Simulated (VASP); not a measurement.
Computed with PBE GGA, VASP's PBE PAW potentials (set 64) (plane waves; VASP).

VASP input:

**KPOINTS**
```
Automatic mesh
0
Gamma
12 12 7
0 0 0
```

### INCAR
```
SIGMA = 0.1
LWAVE = .FALSE.
ALGO = Normal   ! blocked Davidson
LREAL = .FALSE.
EDIFF = 1E-6   ! SCF stop (eV)
LASPH = .TRUE.   ! aspherical one-centre terms
EDIFFG = -0.01   ! ionic stop
ISIF = 3
LMAXMIX = 4   ! l cut-off of mixed one-centre charges
IBRION = 2
ENCUT = 480
NELM = 100   ! most electronic steps
GGA = PE
LCHARG = .FALSE.
NSW = 60   ! most ionic steps
SYSTEM = Zr
ISMEAR = 1   ! Methfessel-Paxton
PREC = Accurate
```

### POSCAR
```
Zr
1
    1.6150000000    -2.7972620000     0.0000000000
    1.6150000000     2.7972620000     0.0000000000
    0.0000000000     0.0000000000     5.1500000000
Zr
2
Direct
  0.3333330000   0.6666670000   0.2500000000
  0.6666670000   0.3333330000   0.7500000000
```

POTCAR, in this order: Zr_sv (PBE.64 set). Program: vasp_std.

Output of the run:

**OSZICAR**
```
       N       E                     dE             d eps       ncg     rms          rms(c)
DAV:   1     0.206151381771E+03    0.20615E+03   -0.13152E+04  2432   0.140E+03
DAV:   2    -0.390828319242E+01   -0.21006E+03   -0.20824E+03  3088   0.404E+02
DAV:   3    -0.175128041117E+02   -0.13605E+02   -0.13504E+02  4648   0.745E+01
DAV:   4    -0.177422957700E+02   -0.22949E+00   -0.22948E+00  2696   0.112E+01
DAV:   5    -0.177479442036E+02   -0.56484E-02   -0.56484E-02  3872   0.122E+00    0.143E+01
DAV:   6    -0.171469535300E+02    0.60099E+00   -0.96237E-01  2520   0.869E+00    0.564E+00
DAV:   7    -0.170303860966E+02    0.11657E+00   -0.63237E-01  3568   0.611E+00    0.113E+00
DAV:   8    -0.170361768312E+02   -0.57907E-02   -0.38380E-02  3184   0.167E+00    0.296E-01
DAV:   9    -0.170364416217E+02   -0.26479E-03   -0.19650E-03  3000   0.476E-01    0.359E-02
DAV:  10    -0.170363979005E+02    0.43721E-04   -0.50814E-05  3568   0.488E-02    0.226E-02
DAV:  11    -0.170363984108E+02   -0.51029E-06   -0.10945E-05  2712   0.424E-02    0.369E-03
DAV:  12    -0.170363983623E+02    0.48490E-07   -0.31494E-07  1920   0.450E-03
   1 F= -.17036398E+02 E0= -.17036002E+02  d E =-.170364E+02
       N       E                     dE             d eps       ncg     rms          rms(c)
DAV:   1    -0.170701640659E+02   -0.33766E-01   -0.11691E+00  2944   0.114E+01    0.167E+00
DAV:   2    -0.170408536596E+02    0.29310E-01   -0.94949E-02  2912   0.298E+00    0.554E-01
DAV:   3    -0.170351136457E+02    0.57400E-02   -0.39305E-02  3608   0.150E+00    0.330E-01
DAV:   4    -0.170359929681E+02   -0.87932E-03   -0.24087E-03  3160   0.309E-01    0.131E-01
DAV:   5    -0.170366213293E+02   -0.62836E-03   -0.18470E-03  3664   0.254E-01    0.624E-02
DAV:   6    -0.170366353141E+02   -0.13985E-04   -0.84647E-05  3096   0.757E-02    0.138E-02
DAV:   7    -0.170366347009E+02    0.61320E-06   -0.32227E-06  2360   0.185E-02
   2 F= -.17036635E+02 E0= -.17036251E+02  d E =-.236339E-03
       N       E                     dE             d eps       ncg     rms          rms(c)
DAV:   1    -0.170440470232E+02   -0.74117E-02   -0.24180E-01  2936   0.518E+00    0.771E-01
DAV:   2    -0.170379301281E+02    0.61169E-02   -0.19074E-02  2800   0.134E+00    0.251E-01
DAV:   3    -0.170367436532E+02    0.11865E-02   -0.82209E-03  3576   0.677E-01    0.152E-01
DAV:   4    -0.170369507105E+02   -0.20706E-03   -0.49018E-04  3136   0.138E-01    0.606E-02
DAV:   5    -0.170371058131E+02   -0.15510E-03   -0.41594E-04  3648   0.120E-01    0.259E-02
DAV:   6    -0.170371122623E+02   -0.64492E-05   -0.17183E-05  3056   0.341E-02    0.700E-03
DAV:   7    -0.170371138787E+02   -0.16164E-05   -0.59872E-07  1664   0.937E-03    0.735E-04
DAV:   8    -0.170371143176E+02   -0.43886E-06   -0.14023E-07  1440   0.443E-03
   3 F= -.17037114E+02 E0= -.17036726E+02  d E =-.715955E-03
       N       E                     dE             d eps       ncg     rms          rms(c)
DAV:   1    -0.170371181403E+02   -0.42616E-05   -0.13716E-04  3008   0.123E-01    0.183E-02
DAV:   2    -0.170371152945E+02    0.28458E-05   -0.10857E-05  2888   0.318E-02    0.596E-03
DAV:   3    -0.170371148362E+02    0.45825E-06   -0.43250E-06  2408   0.160E-02
   4 F= -.17037115E+02 E0= -.17036726E+02  d E =-.716474E-03
       N       E                     dE             d eps       ncg     rms          rms(c)
DAV:   1    -0.170378462823E+02   -0.73099E-03   -0.38724E-02  2432   0.188E+00    0.154E-01
DAV:   2    -0.170373545821E+02    0.49170E-03   -0.12966E-03  2744   0.296E-01    0.692E-02
DAV:   3    -0.170372170468E+02    0.13754E-03   -0.56832E-04  3272   0.177E-01    0.205E-02
DAV:   4    -0.170372215058E+02   -0.44590E-05   -0.15447E-05  3176   0.324E-02    0.857E-03
DAV:   5    -0.170372235486E+02   -0.20428E-05   -0.30950E-06  2464   0.128E-02    0.235E-03
DAV:   6    -0.170372237090E+02   -0.16041E-06   -0.22323E-07  1432   0.478E-03
   5 F= -.17037224E+02 E0= -.17036878E+02  d E =-.108873E-03
       N       E                     dE             d eps       ncg     rms          rms(c)
DAV:   1    -0.170375991130E+02   -0.37556E-03   -0.21851E-02  2432   0.141E+00    0.115E-01
DAV:   2    -0.170373210068E+02    0.27811E-03   -0.73027E-04  2744   0.222E-01    0.517E-02
DAV:   3    -0.170372437286E+02    0.77278E-04   -0.32188E-04  3272   0.133E-01    0.158E-02
DAV:   4    -0.170372467579E+02   -0.30292E-05   -0.91365E-06  3104   0.247E-02    0.664E-03
DAV:   5    -0.170372482240E+02   -0.14661E-05   -0.17295E-06  1808   0.102E-02    0.160E-03
DAV:   6    -0.170372483276E+02   -0.10357E-06   -0.24871E-07  1400   0.444E-03
   6 F= -.17037248E+02 E0= -.17036938E+02  d E =-.133491E-03
```

OUTCAR:
```
------------------------ aborting loop because EDIFF is reached ----------------------------------------
  FORCE on cell =-STRESS in cart. coord.  units (eV):
  Direction    XX          YY          ZZ          XY          YZ          ZX
  --------------------------------------------------------------------------------------
  Total       -0.0033123     -0.0033123     -0.0042057     -0.0000000      0.0000000      0.0000000
  in kB       -0.1133659     -0.1133659     -0.1439418     -0.0000000      0.0000000      0.0000000
  external PRESSURE =      -0.1235579 kB  Pullay stress =       0.0000000 kB
  volume of cell :       46.81
      direct lattice vectors                 reciprocal lattice vectors
     1.614911820 -2.797109268 -0.000000000     0.309614428 -0.178755977  0.000000000
     1.614911820  2.797109268  0.000000000     0.309614428  0.178755977  0.000000000
    -0.000000000  0.000000000  5.181718172    -0.000000000 -0.000000000  0.192986181
 POSITION                                       TOTAL-FORCE (eV/Angst)
 -----------------------------------------------------------------------------------
      1.61491      0.93237      1.29543        -0.000000     -0.000000      0.000000
      1.61491     -0.93237      3.88629         0.000000      0.000000     -0.000000
 -----------------------------------------------------------------------------------
    total drift:                                0.000000      0.001133     -0.000019
  FREE ENERGIE OF THE ION-ELECTRON SYSTEM (eV)
  ---------------------------------------------------
  free  energy   TOTEN  =       -17.0372483276 eV

  energy  without entropy=      -17.0363177756  energy(sigma->0) =      -17.03693814

 reached required accuracy - stopping structural energy minimisation
```
(Selected blocks of OUTCAR.)

**CONTCAR**
```
Zr
   1.00000000000000
     1.6149118200639048   -2.7971092678803187   -0.0000000000000000
     1.6149118200639048    2.7971092678803187    0.0000000000000000
    -0.0000000000000000    0.0000000000000000    5.1817181723517720
  Zr
     2
Direct
     0.3333330000000032    0.6666669999999968    0.2500000000000000
     0.6666669999999968    0.3333330000000032    0.7500000000000000
```

The compound is Zr in the hcp structure. This run relaxes it. Symmetry was kept, so distortions that lower it aren't found.
